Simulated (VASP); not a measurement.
# A VASP study of AlN (PBE): structure first, properties next, part 3 of 4

What structure and properties does PBE give AlN, and how near are they to the measured ones? The start is a cell from a database of measured crystal structures.

VASP 6.6.1; PBE; plane waves and PAW (Al, N).

So far, gap on the k-mesh (eV): step 2 (full relaxation (PBE)) 4.06. The relaxed cell has a = 3.128, c = 5.018 Å (conventional setting).

The database entry behind the starting cell differs from later determinations by our own check (inner coordinate u about 0.002 short), so it need not match the best structure at ambient conditions.

**6. Total and projected DOS (PBE)**

Here the states are counted by energy and projected on the atoms. The mesh is finer than in the run before.

Contents of INCAR:

```
SYSTEM = AlN
PREC = Accurate
ENCUT = 520
EDIFF = 1E-06
NELM = 100
ISMEAR = -5
SIGMA = 0.05
LREAL = .FALSE.
ALGO = Normal
GGA = PE
NBANDS = 22
LORBIT = 11
LWAVE = .FALSE.
LCHARG = .FALSE.
KPAR = 4
NEDOS = 2001
```

Contents of POSCAR:

```
AlN
1.0
    3.1279388183      0.0000000000      0.0000000000
   -1.5639694091      2.7088744781      0.0000000000
    0.0000000000      0.0000000000      5.0184391277
Al N
2 2
Direct
    0.3333333333      0.6666666667      0.9993397674
    0.6666666667      0.3333333333      0.4993397674
    0.3333333333      0.6666666667      0.3806602326
    0.6666666667      0.3333333333      0.8806602326
```

Contents of KPOINTS:

```
Automatic mesh
0
Gamma
12 12 7
0 0 0
```

Potentials, in the order of the species: Al and N (PBE family, release 64).

Command:

```
mpirun -np 4 vasp_std
```

Log:

```text
[... set-up lines as in an earlier step ...]
 entering main loop
       N       E                     dE             d eps       ncg     rms          rms(c)
DAV:   1     0.353368697428E+02    0.35337E+02   -0.68894E+03  3352   0.653E+02
DAV:   2    -0.315024069474E+02   -0.66839E+02   -0.62820E+02  4188   0.157E+02
DAV:   3    -0.344436430816E+02   -0.29412E+01   -0.29221E+01  4204   0.303E+01
DAV:   4    -0.344618282213E+02   -0.18185E-01   -0.18183E-01  3884   0.263E+00
DAV:   5    -0.344620812818E+02   -0.25306E-03   -0.25306E-03  4184   0.314E-01    0.121E+01
DAV:   6    -0.297650225249E+02    0.46971E+01   -0.71084E+00  4066   0.172E+01    0.396E+00
DAV:   7    -0.297926285282E+02   -0.27606E-01   -0.64819E-01  3986   0.452E+00    0.297E+00
DAV:   8    -0.297866449032E+02    0.59836E-02   -0.60223E-02  3698   0.179E+00    0.837E-01
DAV:   9    -0.297800835743E+02    0.65613E-02   -0.83589E-03  4034   0.634E-01    0.293E-01
DAV:  10    -0.297805687107E+02   -0.48514E-03   -0.23254E-03  3830   0.251E-01    0.130E-01
DAV:  11    -0.297805152698E+02    0.53441E-04   -0.10906E-04  4016   0.740E-02    0.339E-02
DAV:  12    -0.297805185251E+02   -0.32553E-05   -0.98961E-06  3886   0.190E-02    0.746E-03
DAV:  13    -0.297805180685E+02    0.45660E-06   -0.27970E-06  4030   0.110E-02
   1 F= -.29780518E+02 E0= -.29780518E+02  d E =0.000000E+00
```

Wall time 44 s (4 MPI ranks of AMD EPYC 7571, shared host); peak memory 0.65 GiB.

OUTCAR, selected parts (step 6):

```text
   k-points           NKPTS =     76   k-points in BZ     NKDIM =     76   number of bands    NBANDS=     22

   NELECT =      16.0000    total number of electrons

 E-fermi :   5.9737

 k-point     1 :       0.0000    0.0000    0.0000
  band No.  band energies     occupation
    ...
      4       5.1360      2.00000
      5       5.1360      2.00000
      6       5.7767      2.00000
      7       5.7767      2.00000
      8       5.9711      2.00000
      9      10.0315      0.00000
     10      12.5046      0.00000
     11      16.4379      0.00000
     12      17.0218      0.00000
     13      17.0218      0.00000
    ...

  Total        0.0172834      0.0172834     -0.0190029      0.0000000      0.0000000      0.0000000
  in kB        0.6512149      0.6512149     -0.7160012      0.0000000      0.0000000      0.0000000
  external PRESSURE =       0.1954762 kB  Pullay stress =       0.0000000 kB

 POSITION                                       TOTAL-FORCE (eV/Angst)
 -----------------------------------------------------------------------------------
     -0.00000      1.80592      5.01513         0.000000      0.000000     -0.004343
      1.56397      0.90296      2.50591        -0.000000      0.000000     -0.004343
     -0.00000      1.80592      1.91032         0.000000      0.000000      0.004343
      1.56397      0.90296      4.41954        -0.000000      0.000000      0.004343
 -----------------------------------------------------------------------------------
    total drift:                               -0.000000     -0.000000      0.000620

  FREE ENERGIE OF THE ION-ELECTRON SYSTEM (eV)
  ---------------------------------------------------
  free  energy   TOTEN  =       -29.7805180685 eV

  energy  without entropy=      -29.7805180685  energy(sigma->0) =      -29.78051807

[... 8 parts as in an earlier step ...]

[... 8 further parts left out ...]
```

This step gave:

* irreducible k-points: 76
* Fermi energy: 5.974 eV
* pressure: 0.01955 GPa

The density of states has structure finer than the step of the table below, so its rows give means over 1 eV, whole bins alone (the curve runs from -12.0 to 11.5 eV). Peaks (eV: height): total -4.8: 3.52, -1.3: 4.12, -0.9: 5.66, 9.7: 3.54; N p -4.8: 1.10, -1.3: 2.11, -0.9: 3.11, 9.7: 0.652; Al p -1.3: 0.298, -0.9: 0.368, 9.0: 0.229, 9.7: 0.272; Al s -4.8: 0.399, 9.0: 0.306, 9.7: 0.301, 11.0: 0.439; N s -4.6: 0.0727, 6.0: 0.198, 7.1: 0.100, 8.7: 0.125.

States under -12.0 eV and over 11.5 eV are left out. The density of states by energy, zero at the valence-band top; means over each step; values in states/eV/cell:

```
energy (eV)    total     N p     Al p    Al s      N s
         -7        0       0        0       0        0
         -6   0.0877  0.0256  0.00428  0.0106   5.2e-4
         -5     2.20   0.683   0.0972   0.259   0.0391
         -4     1.38   0.466   0.0622   0.134   0.0499
         -3     1.70   0.672    0.118  0.0884   0.0313
         -2     2.46    1.14    0.193  0.0564   0.0185
         -1     3.74    2.00    0.242  0.0278  0.00912
          0    0.475   0.279   0.0168  4.0e-4   2.3e-4
          1        0       0        0       0        0
          2        0       0        0       0        0
          3        0       0        0       0        0
          4  0.00571  3.6e-4   1.7e-5  6.1e-4  0.00176
          5    0.371  0.0272   0.0266  0.0169   0.0376
          6     2.03   0.234    0.166  0.0707    0.150
          7     1.28   0.198   0.0970  0.0516   0.0784
          8    0.852   0.135   0.0451  0.0734   0.0536
          9     1.95   0.287    0.151   0.172   0.0731
         10     1.51   0.289    0.116   0.131   0.0251
         11     2.41   0.403    0.255   0.335   0.0446
```

The gap on this mesh is 4.06 eV. In the top eV of the valence band the largest shares in the PAW spheres are N p 56 % and Al p 5 %; in the lowest eV of the conduction band, N s 24 %, N p 9 % and Al s 9 %. The rest lies in smaller channels or between the spheres.

**7. Response to an electric field (PBE)**

The response to a static field gives the electronic dielectric tensor and the Born charges. It needs tightly converged orbitals, hence the small EDIFF.

Contents of INCAR:

```
SYSTEM = AlN
PREC = Accurate
ENCUT = 520
EDIFF = 1E-08
NELM = 100
ISMEAR = 0
SIGMA = 0.01
LREAL = .FALSE.
ALGO = Normal
GGA = PE
NBANDS = 14
LORBIT = 11
LWAVE = .FALSE.
LCHARG = .FALSE.
KPAR = 4
LEPSILON = .TRUE.
```

POSCAR is that of step 6.

KPOINTS is that of step 6.

Command:

```
mpirun -np 4 vasp_std
```

Log:

```text
[... set-up lines as in an earlier step ...]
 entering main loop
       N       E                     dE             d eps       ncg     rms          rms(c)
DAV:   1     0.470504167165E+02    0.47050E+02   -0.74261E+03  2128   0.102E+03
DAV:   2    -0.305333694125E+02   -0.77584E+02   -0.70474E+02  3042   0.203E+02
DAV:   3    -0.344345059810E+02   -0.39011E+01   -0.38854E+01  2824   0.477E+01
DAV:   4    -0.344617285629E+02   -0.27223E-01   -0.27217E-01  2416   0.466E+00
DAV:   5    -0.344620790556E+02   -0.35049E-03   -0.35047E-03  2824   0.534E-01    0.121E+01
DAV:   6    -0.297594301645E+02    0.47026E+01   -0.13216E+01  2644   0.270E+01    0.419E+00
DAV:   7    -0.297923600453E+02   -0.32930E-01   -0.76620E-01  2392   0.617E+00    0.291E+00
DAV:   8    -0.297861763276E+02    0.61837E-02   -0.78930E-02  2518   0.268E+00    0.561E-01
DAV:   9    -0.297799406122E+02    0.62357E-02   -0.20739E-02  2854   0.105E+00    0.250E-01
DAV:  10    -0.297806186183E+02   -0.67801E-03   -0.28250E-03  2422   0.361E-01    0.146E-01
DAV:  11    -0.297805156689E+02    0.10295E-03   -0.25724E-04  2716   0.124E-01    0.363E-02
DAV:  12    -0.297805182040E+02   -0.25351E-05   -0.15012E-05  2506   0.340E-02    0.107E-02
DAV:  13    -0.297805181621E+02    0.41867E-07   -0.51993E-06  2812   0.172E-02    0.657E-03
DAV:  14    -0.297805181341E+02    0.28078E-07   -0.46398E-07  2656   0.606E-03    0.159E-03
DAV:  15    -0.297805181727E+02   -0.38646E-07   -0.67774E-08  2878   0.202E-03    0.318E-04
DAV:  16    -0.297805181654E+02    0.73418E-08   -0.25770E-09  1568   0.449E-04
   1 F= -.29780518E+02 E0= -.29780518E+02  d E =-.459408E-32
 Linear response reoptimize wavefunctions to high precision
DAV:   1    -0.297805181672E+02   -0.17882E-08   -0.21291E-10  1748   0.190E-04
DAV:   2    -0.297805181672E+02    0.90949E-11   -0.13336E-11  1442   0.333E-05
 Linear response G [H, r] |phi>, progress :
  Direction:   1
       N       E                     dE             d eps       ncg     rms
RMM:   1    -0.619907468390E+02   -0.61991E+02    0.94093E+01  5182   0.724E+01
RMM:   2    -0.543565289655E+02    0.76342E+01   -0.34096E+00  3595   0.152E+01
RMM:   3    -0.543891581989E+02   -0.32629E-01   -0.38496E-02  3857   0.160E+00
RMM:   4    -0.543900553367E+02   -0.89714E-03   -0.94870E-04  4093   0.243E-01
RMM:   5    -0.543900553528E+02   -0.16088E-07   -0.54635E-05  4103   0.372E-02
RMM:   6    -0.543900542057E+02    0.11471E-05   -0.13808E-05  4268   0.765E-03
RMM:   7    -0.543900538205E+02    0.38524E-06   -0.10792E-05  4266   0.222E-03
RMM:   8    -0.543900537581E+02    0.62421E-07   -0.65430E-06  4121   0.138E-03
RMM:   9    -0.543900537822E+02   -0.24114E-07   -0.24140E-06  3155   0.123E-03
RMM:  10    -0.543900538112E+02   -0.28997E-07    0.16491E-05  2947   0.122E-03
RMM:  11    -0.543900538099E+02    0.12528E-08    0.24506E-05  2883   0.122E-03
RMM:  12    -0.543900538146E+02   -0.46715E-08   -0.56145E-06  2811   0.121E-03
 Linear response G [H, r] |phi>, progress :
  Direction:   2
       N       E                     dE             d eps       ncg     rms
RMM:   1    -0.662340279106E+02   -0.66234E+02    0.21315E+01  4936   0.715E+01
RMM:   2    -0.622956670633E+02    0.39384E+01   -0.27851E+00  3590   0.140E+01
RMM:   3    -0.623301037793E+02   -0.34437E-01   -0.35679E-02  3797   0.151E+00
RMM:   4    -0.623309257504E+02   -0.82197E-03   -0.11169E-03  4061   0.238E-01
RMM:   5    -0.623309128991E+02    0.12851E-04   -0.10063E-04  4133   0.354E-02
RMM:   6    -0.623309080738E+02    0.48252E-05   -0.26225E-05  4299   0.735E-03
RMM:   7    -0.623309068194E+02    0.12545E-05   -0.14726E-05  4288   0.215E-03
RMM:   8    -0.623309064916E+02    0.32779E-06   -0.10933E-05  4049   0.137E-03
RMM:   9    -0.623309064725E+02    0.19059E-07   -0.14326E-05  3164   0.125E-03
RMM:  10    -0.623309065868E+02   -0.11425E-06   -0.79656E-06  2930   0.124E-03
RMM:  11    -0.623309065146E+02    0.72187E-07   -0.69987E-06  2885   0.124E-03
RMM:  12    -0.623309065479E+02   -0.33339E-07   -0.47470E-06  2834   0.124E-03
 Linear response G [H, r] |phi>, progress :
  Direction:   3
       N       E                     dE             d eps       ncg     rms
RMM:   1    -0.657258153329E+02   -0.65726E+02    0.38733E+01  4909   0.711E+01
RMM:   2    -0.583020226217E+02    0.74238E+01   -0.30242E+00  3507   0.143E+01
RMM:   3    -0.583345222243E+02   -0.32500E-01   -0.37070E-02  3779   0.150E+00
RMM:   4    -0.583355889626E+02   -0.10667E-02   -0.74864E-04  4019   0.232E-01
RMM:   5    -0.583356067408E+02   -0.17778E-04   -0.13104E-05  3986   0.343E-02
RMM:   6    -0.583356088006E+02   -0.20598E-05   -0.72036E-06  4158   0.704E-03
RMM:   7    -0.583356088783E+02   -0.77693E-07   -0.68887E-06  4140   0.195E-03
RMM:   8    -0.583356088999E+02   -0.21587E-07   -0.49287E-06  3835   0.118E-03
RMM:   9    -0.583356088751E+02    0.24803E-07   -0.73655E-06  2938   0.105E-03
RMM:  10    -0.583356088882E+02   -0.13105E-07   -0.12826E-05  2755   0.104E-03
RMM:  11    -0.583356088883E+02   -0.13527E-09   -0.15209E-05  2658   0.104E-03
RMM:  12    -0.583356088949E+02   -0.66165E-08   -0.11018E-05  2559   0.104E-03
 Linear response to external field (no local field effect), progress :
  Direction:   1
       N       E                     dE             d eps       ncg     rms          rms(c)
RMM:   1    -0.348577567435E+00   -0.34858E+00   -0.11413E+00  4446   0.303E+00
RMM:   2    -0.358642119629E+00   -0.10065E-01   -0.49701E-03  3720   0.435E-01
RMM:   3    -0.358740705461E+00   -0.98586E-04   -0.87218E-05  3840   0.496E-02
RMM:   4    -0.358742805516E+00   -0.21001E-05   -0.26114E-06  3951   0.771E-03
RMM:   5    -0.358742856994E+00   -0.51478E-07   -0.13361E-07  3948   0.135E-03
RMM:   6    -0.358742857755E+00   -0.76061E-09   -0.57782E-08  3531   0.287E-04
 change of polarisation eV/A/(eV/A) component  1 :     0.717    -0.236    -0.076
 dielectric tensor                  component  1 :     4.053    -1.005    -0.325
 Linear response to external field (no local field effect), progress :
  Direction:   2
       N       E                     dE             d eps       ncg     rms          rms(c)
RMM:   1    -0.477689898438E+00   -0.47769E+00   -0.17063E+00  4377   0.328E+00
RMM:   2    -0.489163540029E+00   -0.11474E-01   -0.58984E-03  3676   0.455E-01
RMM:   3    -0.489269267560E+00   -0.10573E-03   -0.10305E-04  3817   0.530E-02
RMM:   4    -0.489271702556E+00   -0.24350E-05   -0.31647E-06  3959   0.816E-03
RMM:   5    -0.489271762816E+00   -0.60259E-07   -0.12515E-07  3940   0.145E-03
RMM:   6    -0.489271764366E+00   -0.15508E-08   -0.34361E-08  3450   0.306E-04
 change of polarisation eV/A/(eV/A) component  2 :    -0.236     0.979    -0.057
 dielectric tensor                  component  2 :    -1.005     5.164    -0.243
 Linear response to external field (no local field effect), progress :
  Direction:   3
       N       E                     dE             d eps       ncg     rms          rms(c)
RMM:   1    -0.437092689002E+00   -0.43709E+00   -0.16083E+00  4325   0.309E+00
RMM:   2    -0.448126356099E+00   -0.11034E-01   -0.48503E-03  3628   0.412E-01
RMM:   3    -0.448196720863E+00   -0.70365E-04   -0.73015E-05  3740   0.449E-02
RMM:   4    -0.448198194400E+00   -0.14735E-05   -0.17454E-06  3888   0.666E-03
RMM:   5    -0.448198227709E+00   -0.33309E-07   -0.72889E-08  3840   0.114E-03
RMM:   6    -0.448198229421E+00   -0.17116E-08   -0.34241E-08  3316   0.244E-04
 change of polarisation eV/A/(eV/A) component  3 :    -0.076    -0.057     0.896
 dielectric tensor                  component  3 :    -0.324    -0.243     4.815
 Linear response to external field, progress :
  Direction:   1
       N       E                     dE             d eps       ncg     rms          rms(c)
RMM:   1    -0.413589303067E+00   -0.41359E+00   -0.14283E+00 15999   0.313E+00
RMM:   2    -0.423904372897E+00   -0.10315E-01   -0.54184E-03 13485   0.437E-01    0.971E-01
RMM:   3    -0.417599244450E+00    0.63051E-02   -0.76903E-03 13434   0.563E-01    0.590E-01
RMM:   4    -0.444008110074E+00   -0.26409E-01   -0.12132E-02 13889   0.731E-01    0.893E-02
RMM:   5    -0.448372238524E+00   -0.43641E-02   -0.23966E-04 14180   0.119E-01    0.153E-02
RMM:   6    -0.448799846330E+00   -0.42761E-03   -0.53656E-06 14767   0.177E-02    0.618E-03
RMM:   7    -0.449121106219E+00   -0.32126E-03   -0.16359E-06 14424   0.100E-02    0.628E-04
RMM:   8    -0.449119966790E+00    0.11394E-05   -0.93815E-10 15047   0.857E-04    0.262E-04
RMM:   9    -0.449118413856E+00    0.15529E-05   -0.49513E-08 14653   0.634E-04    0.355E-05
RMM:  10    -0.449119015167E+00   -0.60131E-06   -0.22983E-07 10578   0.118E-04    0.109E-05
RMM:  11    -0.449118928367E+00    0.86800E-07   -0.67111E-08  8706   0.104E-04    0.323E-06
 change of polarisation eV/A/(eV/A) component  1 :     0.814    -0.024     0.000
 dielectric tensor                  component  1 :     4.465    -0.101     0.000
 Linear response to external field, progress :
  Direction:   2
       N       E                     dE             d eps       ncg     rms          rms(c)
RMM:   1    -0.413720904050E+00   -0.41372E+00   -0.14296E+00 16088   0.310E+00
RMM:   2    -0.423908842803E+00   -0.10188E-01   -0.53690E-03 13437   0.434E-01    0.971E-01
RMM:   3    -0.417607699579E+00    0.63011E-02   -0.76803E-03 13384   0.563E-01    0.590E-01
RMM:   4    -0.444019489861E+00   -0.26412E-01   -0.12147E-02 13967   0.731E-01    0.892E-02
RMM:   5    -0.448360536266E+00   -0.43410E-02   -0.24020E-04 14208   0.119E-01    0.153E-02
RMM:   6    -0.448805640687E+00   -0.44510E-03   -0.55118E-06 14767   0.180E-02    0.618E-03
RMM:   7    -0.449121081845E+00   -0.31544E-03   -0.15504E-06 14453   0.998E-03    0.607E-04
RMM:   8    -0.449120615978E+00    0.46587E-06    0.11347E-07 15058   0.835E-04    0.288E-04
RMM:   9    -0.449118688442E+00    0.19275E-05    0.23831E-07 14672   0.634E-04    0.431E-05
RMM:  10    -0.449119409641E+00   -0.72120E-06    0.32422E-08 10666   0.115E-04    0.116E-05
RMM:  11    -0.449119360106E+00    0.49535E-07    0.17113E-07  8597   0.992E-05    0.283E-06
 change of polarisation eV/A/(eV/A) component  2 :    -0.081     0.814    -0.000
 dielectric tensor                  component  2 :    -0.344     4.465    -0.000
 Linear response to external field, progress :
  Direction:   3
       N       E                     dE             d eps       ncg     rms          rms(c)
RMM:   1    -0.437092689002E+00   -0.43709E+00   -0.16083E+00  4325   0.309E+00
RMM:   2    -0.448126366347E+00   -0.11034E-01   -0.48503E-03  3628   0.412E-01    0.987E-01
RMM:   3    -0.443232197493E+00    0.48942E-02   -0.65972E-03  3561   0.536E-01    0.601E-01
RMM:   4    -0.470606809159E+00   -0.27375E-01   -0.10525E-02  3702   0.700E-01    0.855E-02
RMM:   5    -0.474317385590E+00   -0.37106E-02   -0.15564E-04  3818   0.958E-02    0.251E-02
RMM:   6    -0.475330142027E+00   -0.10128E-02   -0.20832E-05  3872   0.324E-02    0.778E-03
RMM:   7    -0.475715387806E+00   -0.38525E-03   -0.26071E-06  3858   0.123E-02    0.854E-04
RMM:   8    -0.475718684021E+00   -0.32962E-05   -0.82888E-08  4038   0.162E-03    0.335E-04
RMM:   9    -0.475718519067E+00    0.16495E-06   -0.29721E-08  3994   0.696E-04    0.308E-05
RMM:  10    -0.475717068536E+00    0.14505E-05    0.42466E-09  3282   0.124E-04    0.157E-05
RMM:  11    -0.475717012858E+00    0.55678E-07    0.18494E-08  2468   0.973E-05    0.243E-06
 change of polarisation eV/A/(eV/A) component  3 :    -0.077    -0.058     0.866
 dielectric tensor                  component  3 :    -0.326    -0.245     4.686
 Born effective charges drift removed
```

Elapsed: 6.3 min, on 4 MPI ranks; peak memory 1.7 GiB; 23 min of CPU time.

Parts of OUTCAR (step 7):

```text
   k-points           NKPTS =     76   k-points in BZ     NKDIM =     76   number of bands    NBANDS=     14

   NELECT =      16.0000    total number of electrons

  Total        0.0141154      0.0141154     -0.0221097      0.0000000     -0.0000000      0.0000000
  in kB        0.5318468      0.5318468     -0.8330633      0.0000000     -0.0000000      0.0000000
  external PRESSURE =       0.0768768 kB  Pullay stress =       0.0000000 kB

 POSITION                                       TOTAL-FORCE (eV/Angst)
 -----------------------------------------------------------------------------------
     -0.00000      1.80592      5.01513        -0.000000      0.000000     -0.004334
      1.56397      0.90296      2.50591        -0.000000     -0.000000     -0.004334
     -0.00000      1.80592      1.91032        -0.000000      0.000000      0.004334
      1.56397      0.90296      4.41954         0.000000     -0.000000      0.004334
 -----------------------------------------------------------------------------------
    total drift:                               -0.000000     -0.000000      0.000574

 MACROSCOPIC STATIC DIELECTRIC TENSOR (including local field effects in DFT)
 ------------------------------------------------------
           4.464599     0.000000     0.000000
           0.000000     4.464599     0.000000
          -0.000000     0.000000     4.686095
 ------------------------------------------------------

 PIEZOELECTRIC TENSOR (including local field effects)  for field in x, y, z        (C/m^2)
          XX          YY          ZZ          XY          YZ          ZX
  --------------------------------------------------------------------------------
  x    -0.00000     0.00000     0.00000    -0.00000     0.00000     0.34164
  y    -0.00000    -0.00000     0.00000    -0.00000     0.34164     0.00000
  z     0.27117     0.27117    -0.42627     0.00000     0.00000     0.00000

 BORN EFFECTIVE CHARGES (including local field effects) (in |e|, cummulative output)
 ---------------------------------------------------------------------------------
 ion    1
    1     2.51939     0.00000     0.00000
    2     0.00000     2.51939    -0.00000
    3    -0.00000    -0.00000     2.67816
 ion    2
    1     2.51939     0.00000     0.00000
    2     0.00000     2.51939    -0.00000
    3     0.00000     0.00000     2.67816
 ion    3
    1    -2.51939    -0.00000     0.00000
    2    -0.00000    -2.51939     0.00000
    3    -0.00000     0.00000    -2.67816
 ion    4
    1    -2.51939    -0.00000     0.00000
    2    -0.00000    -2.51939     0.00000
    3     0.00000     0.00000    -2.67816

[... 8 parts as in an earlier step ...]

[... 2 further parts left out ...]
```

Energies printed during the response cycles are not total energies of the cell.

Numbers from this step:

* bands: 14
* Fermi energy: 6.050 eV
* pressure: 0.007688 GPa

Electronic dielectric tensor with local fields:

```
4.46 0.00 0.00
0.00 4.46 0.00
0.00 0.00 4.69
```

Born effective charge (e), principal values of the symmetric part by kind of site:

```
atom  atoms with these values    low  middle   high   mean
 Al1                        2   2.52    2.52   2.68   2.57
  N3                        2  -2.68   -2.52  -2.52  -2.57
```

In full for Al1:

```
2.52 0.00 0.00
0.00 2.52 0.00
0.00 0.00 2.68
```

[end of part 3 of 4]

[Lines on the potential files, build, host, timing and source positions are cut from VASP's logs without a mark.]

[Logs are printed without paths, hosts, clocks, repeated set-up lines and the standing remarks that a program may print on its own settings, such as how far it seeks lower states.]

[Hosts, paths, dates, database ids (printed as entryN), source tags and the programs' standing remarks are cut or masked in the printed files.]

[Measured values are set beside computed ones only where the two were judged alike; some that the calculation misses by far are left out.]
